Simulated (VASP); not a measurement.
Crystal: Ti.

```
CELL_PARAMETERS angstrom
2.95000 0.00000 0.00000
-1.47500 2.55477 0.00000
0.00000 0.00000 4.68000
ATOMIC_POSITIONS crystal
Ti 0.33333 0.66667 0.25000
Ti 0.66667 0.33333 0.75000
```

| Quantity | Value |
| --- | --- |
| Program | VASP 6.6.1 |
| Task | relaxation of cell and atoms |
| Functional | PBEsol |
| Potentials or basis | VASP PAW PBE potentials, release 64 (Ti_sv) |
| Cutoff | 600 eV |
| k mesh | 15 × 15 × 8 |
| Occupations | methfessel-paxton, width 0.1 eV |
| Spin | no spin polarisation |

At the start: pressure -5.9 GPa; volume 17.64 Å³/atom.

Problem. Where does the relaxation end?

Solution. Over 7 steps the energy falls by 18.6 meV/atom and the volume is 16.68 Å³/atom (-5.4 %); space group P6_3/mmc (No. 194, to 0.05 Å).

The path:
```csv
step,energy change (eV),largest force (eV/Å),pressure (GPa),volume (Å³)
1,0.0000,0.0000,-5.93,35.27
2,-0.0166,0.0000,5.09,32.04
3,-0.0370,0.0000,-0.01,33.37
4,-0.0370,0.0000,0.11,33.33
5,-0.0371,0.0000,-0.02,33.38
6,-0.0371,0.0000,-0.15,33.41
7,-0.0371,0.0000,-0.04,33.37
```

Final structure:
```xyz
2
Lattice="2.9021 0.0000 0.0000 -1.4510 2.5133 0.0000 0.0000 0.0000 4.5750" Properties=species:S:1:pos:R:3 pbc="T T T"
Ti    0.0000    1.6755    1.1438
Ti    1.4510    0.8378    3.4313
```

Caveat: the PAW data sets were made with another functional, which shifts forces and pressure a little.
